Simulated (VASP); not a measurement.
Input of a VASP 6.6.1 run:

File INCAR:

```
PREC = Accurate ; ENCUT = 450
EDIFF = 1E-6 ; ISMEAR = 0
SIGMA = 0.02 ; LREAL = False
LASPH = True ; NELM = 120
ALGO = Normal ; ISIF = 2
LWAVE = False ; LCHARG = False
GGA = PE ; KPAR = 2
```

File KPOINTS:

```
regular mesh
0
Gamma
  12 12 12
```

File POSCAR:

```
ZnS                                     
1.0
    0.0000000000      2.7238519034      2.7238519034
    2.7238519034      0.0000000000      2.7238519034
    2.7238519034      2.7238519034     -0.0000000000
  Zn              S             
     1     1
Direct
     0.0000000000000000    0.0000000000000000    0.0000000000000000
     0.7500000000000000    0.7500000000000000    0.7500000000000000
```

KPOINTS_OPT

```
path GXWKGLUWLK,UX
20
line-mode
reciprocal
 0.0000000000  0.0000000000  0.0000000000  G
 0.5000000000  0.0000000000  0.5000000000  X

 0.5000000000  0.0000000000  0.5000000000  X
 0.5000000000  0.2500000000  0.7500000000  W

 0.5000000000  0.2500000000  0.7500000000  W
 0.3750000000  0.3750000000  0.7500000000  K

 0.3750000000  0.3750000000  0.7500000000  K
 0.0000000000  0.0000000000  0.0000000000  G

 0.0000000000  0.0000000000  0.0000000000  G
 0.5000000000  0.5000000000  0.5000000000  L

 0.5000000000  0.5000000000  0.5000000000  L
 0.6250000000  0.2500000000  0.6250000000  U

 0.6250000000  0.2500000000  0.6250000000  U
 0.5000000000  0.2500000000  0.7500000000  W

 0.5000000000  0.2500000000  0.7500000000  W
 0.5000000000  0.5000000000  0.5000000000  L

 0.5000000000  0.5000000000  0.5000000000  L
 0.3750000000  0.3750000000  0.7500000000  K

 0.6250000000  0.2500000000  0.6250000000  U
 0.5000000000  0.0000000000  0.5000000000  X
```

Potentials or basis: VASP PAW PBE potentials, release 64 (Zn, S).

Launch:

```sh
$ cat potpaw_PBE.64/Zn/POTCAR potpaw_PBE.64/S/POTCAR > POTCAR
$ mpirun -np 2 vasp_std > vasp.out
```

Estimate the pressure.

-0.1 GPa.

Estimate the band gap along the path.

2.01 eV, direct.

Estimate the band gap on the k mesh.

2.01 eV, direct.

Levels at the corners of the path, in eV from the valence-band top:
```tsv
point	band 5	band 6	band 7	band 8	band 9	band 10	band 11	band 12	band 13
Γ	-5.78	-5.78	0.00	0.00	0.00	2.01	6.41	6.41	6.41
X	-5.71	-5.57	-4.46	-2.13	-2.13	3.46	4.07	10.81	11.80
X	-5.71	-5.57	-4.46	-2.13	-2.13	3.46	4.07	10.81	11.80
W	-5.81	-5.40	-4.47	-2.63	-2.62	5.71	5.93	7.82	8.25
W	-5.81	-5.40	-4.47	-2.63	-2.62	5.71	5.93	7.82	8.25
K	-5.74	-5.45	-4.50	-3.00	-1.73	4.15	5.91	9.33	9.72
K	-5.74	-5.45	-4.50	-3.00	-1.73	4.15	5.91	9.33	9.72
Γ	-5.78	-5.78	0.00	0.00	0.00	2.01	6.41	6.41	6.41
Γ	-5.78	-5.78	0.00	0.00	0.00	2.01	6.41	6.41	6.41
L	-5.75	-5.58	-5.13	-0.83	-0.83	3.26	6.94	6.94	8.78
L	-5.75	-5.58	-5.13	-0.83	-0.83	3.26	6.94	6.94	8.78
U	-5.74	-5.45	-4.50	-3.00	-1.73	4.15	5.91	9.33	9.72
U	-5.74	-5.45	-4.50	-3.00	-1.73	4.15	5.91	9.33	9.72
W	-5.81	-5.40	-4.47	-2.63	-2.62	5.71	5.93	7.82	8.25
W	-5.81	-5.40	-4.47	-2.63	-2.62	5.71	5.93	7.82	8.25
L	-5.75	-5.58	-5.13	-0.83	-0.83	3.26	6.94	6.94	8.78
L	-5.75	-5.58	-5.13	-0.83	-0.83	3.26	6.94	6.94	8.78
K	-5.74	-5.45	-4.50	-3.00	-1.73	4.15	5.91	9.33	9.72
U	-5.74	-5.45	-4.50	-3.00	-1.73	4.15	5.91	9.33	9.72
X	-5.71	-5.57	-4.46	-2.13	-2.13	3.46	4.07	10.81	11.80
```

**Measured values to compare with.**

From “Electronic, vibrational, and thermodynamic properties of ZnS (zincblende and rocksalt structure)”, 2009, arxiv:0911.5022, for a bulk crystal of ZnS at 19 K: band gap 3.85 eV (direct).

Against the measured gap of ZnS, 3.85 eV (direct; 19 K; quoted in “Electronic, vibrational, and thermodynamic properties of ZnS (zincblende and rocksalt structure)”, 2009, arxiv:0911.5022), the calculated 2.01 eV is off by -1.84 eV. The value is that of PBE, without temperature or zero-point motion. Semilocal functionals fall short of measured gaps as a rule. The cell is a database's relaxed one, not the measured one, which moves gaps too.
